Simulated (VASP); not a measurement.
Set up this calculation in VASP 6.6.1, as the native input.

| Item | Value |
| --- | --- |
| Task | single point |
| Functional | PBE |
| Potentials or basis | VASP PAW PBE potentials, release 64 (Ru_pv, Cl) |
| Cutoff | 520 eV |
| k mesh | 5 × 5 × 3 |
| Occupations | methfessel-paxton, width 0.0589 eV |
| Spin | collinear spin, typed start |
| Starting moments | [1.9, -1.9, 0.0, 0.0] μB |
| Hubbard terms | Ru d U = 6.0 eV |
| Dipole correction | no |
| Further INCAR settings | ALGO = Fast; EDIFF = 1e-06; NBANDS = 33 |

The structure of RuCl lies in POSCAR:

```
RuCl
1.0
    3.9144584300      0.0000000000      0.0000000000
   -1.9572292100      3.3900208600      0.0000000000
    0.0000000000      0.0000000000      6.4393303000
Ru Cl
2 2
Direct
    0.3333300000      0.6666700000      0.0000000000
    0.6666600000      0.3333300000      0.5000000000
    0.3333300000      0.6666700000      0.3850000000
    0.6666600000      0.3333300000      0.8850000000
```

The cell was built by a generator and needn't be a form met in nature.

These files were run (other wordings do the same):

INCAR

```
PREC = Accurate
ENCUT = 520
EDIFF = 1E-6
ISMEAR = 1
SIGMA = 0.0589
LREAL = F
LASPH = T
NELM = 150
ALGO = Fast
ISIF = 2
LWAVE = F
LCHARG = F
ISPIN = 2
MAGMOM = 1.9 -1.9 0 0
LORBIT = 11
LMAXMIX = 4
LDAU = T
LDAUTYPE = 2
LDAUL = 2 -1
LDAUU = 6 0
LDAUJ = 0 0
LDAUPRINT = 1
GGA = PE
NBANDS = 33
```

KPOINTS

```
Automatic mesh
0
Gamma
  5 5 3
```

Potentials or basis: VASP PAW PBE potentials, release 64 (Ru_pv, Cl).

The run is started by

```console
$ cat potpaw_PBE.64/Ru_pv/POTCAR potpaw_PBE.64/Cl/POTCAR > POTCAR
$ mpirun -np 1 vasp_std > vasp.out
```

Results of the run:

```json
{
 "Pressure": "17.0 GPa",
 "Largest force": "0.788 eV/Å",
 "Band gap on the k mesh": "0.77 eV, indirect (least direct gap 0.80 eV)",
 "Net moment": "0.00 μB per cell",
 "Site moments": "Ru +2.55, -2.55; Cl -0.04, +0.04 μB",
 "Valence electrons inside the program's atomic spheres": "Ru 12.62; Cl 5.16"
}
```

Caveat: an odd mesh through Γ misses points on the zone boundary, where band edges often lie.

It took 100 s on 1 thread of Intel(R) Xeon(R) Platinum 8375C CPU @ 2.90GHz (Ice Lake) (shared host), peak memory 0.27 GiB.
